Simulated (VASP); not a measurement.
VASP ran on this input.

### POSCAR
```
Tl
1
    1.7664127647    -3.0595167650    -0.0000000000
    1.7664127647     3.0595167650    -0.0000000000
    0.0000000000    -0.0000000000     5.5588175202
Tl
2
Direct
  0.3333330000   0.6666670000   0.2500000000
  0.6666670000   0.3333330000   0.7500000000
```

KPOINTS:
```
kpoints
0
gamma
  11 11 6
0 0 0
```

**INCAR**
```
ALGO=Normal
EDIFF=1E-6
EDIFFG=-0.01
ENCUT=400
IBRION=2
ISIF=3
ISMEAR=1
LASPH=T
LCHARG=F
LMAXMIX=4
LMIXTAU=T
LREAL=F
LWAVE=F
METAGGA=R2SCAN
NELM=100
NSW=60
PREC=Accurate
SIGMA=0.1
SYSTEM=Tl
```

POTCAR, in this order: Tl_d (PBE.64 set). Program: vasp_std.

Task: Translate this r2SCAN calculation to Ansatz.

Result: One equivalent input (not run):
Ansatz 0.2 input:
```yaml
crystal:
  lattice:
    - [1.7664128, -3.0595168, 0.0000000]
    - [1.7664128, 3.0595168, 0.0000000]
    - [0.0000000, 0.0000000, 5.5588175]
  atoms:
    - { symbol: Tl, position: [0.3333330, 0.6666670, 0.2500000] }
    - { symbol: Tl, position: [0.6666670, 0.3333330, 0.7500000] }
kpoints:
  mp_grid: { grid: [11, 11, 6] }
hamiltonian:
  xc: r2scan
  pseudopotentials: { kind: paw }
scf:
  occupations: { method: methfessel_paxton, width: 0.1 }
  max_iter: 100
relax:
  max_steps: 60
  f_tol: 0.01
  cell: {}
output: { forces: true, stress: true, eigenvalues: true }
```
The two are equivalent in intent, not identical: each code has its own PAW files, so the cut-off isn't converted (ENCUT is set for VASP's; basis.ecutwfc is left out, and Ansatz then takes the one that its files recommend); Ansatz stops its SCF on the density residual and VASP on the energy change (EDIFF).

The compound is Tl in the hcp structure. This run relaxes it. Symmetry was kept, so distortions that lower it aren't found. The start is the result of an earlier pass.
